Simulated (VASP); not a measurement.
A convergence study with VASP on BP (space group F-43m): one setting is varied, all else stays as given below, so the limit is that of these other settings.

```xyz
2
Lattice="0.0000 2.2814 2.2814 2.2814 0.0000 2.2814 2.2814 2.2814 0.0000" Properties=species:S:1:pos:R:3 pbc="T T T"
B      0.0000     0.0000     0.0000
P      1.1407     1.1407     1.1407
```

Calculation: PBE GGA, VASP's PBE PAW potentials (set 64) (plane waves; VASP 6.6.1). The tightest run used: 600 eV cut-off, 9×9×9 Γ-centred mesh, Gaussian smearing of 0.010 eV, potentials B P.

Problem. The settings run are ENCUT = 200; ENCUT = 240; ENCUT = 280; ENCUT = 340; ENCUT = 400; ENCUT = 480; ENCUT = 600. From which on does the highest Γ mode stay within 2 cm⁻¹ of the tightest run?

Solution. From ENCUT = 340 on: it is off by 0.2 there and by no more than 2 in any finer run, while ENCUT = 280 is off by 3.3.
| setting | mean ε∞ | highest Γ mode (cm⁻¹) | plane waves | difference judged (cm⁻¹) |
|---|---|---|---|---|
| ENCUT = 200 | 9.38 | 810.3 | 169 | 19.0 |
| ENCUT = 240 | 9.37 | 788.6 | 206 | 2.6 |
| ENCUT = 280 | 9.35 | 788.0 | 265 | 3.3 |
| ENCUT = 340 | 9.36 | 791.1 | 347 | 0.2 |
| ENCUT = 400 | 9.36 | 791.1 | 444 | 0.1 |
| ENCUT = 480 | 9.36 | 791.0 | 577 | 0.3 |
| ENCUT = 600 | 9.36 | 791.3 | 821 | 0.0 |

Left out are rungs that failed or repeat a setting and relaxations that didn't move; long series are thinned to 24 rows.

The structure is a typed BP crystal (space group no. 216). The cell was not relaxed at this level.
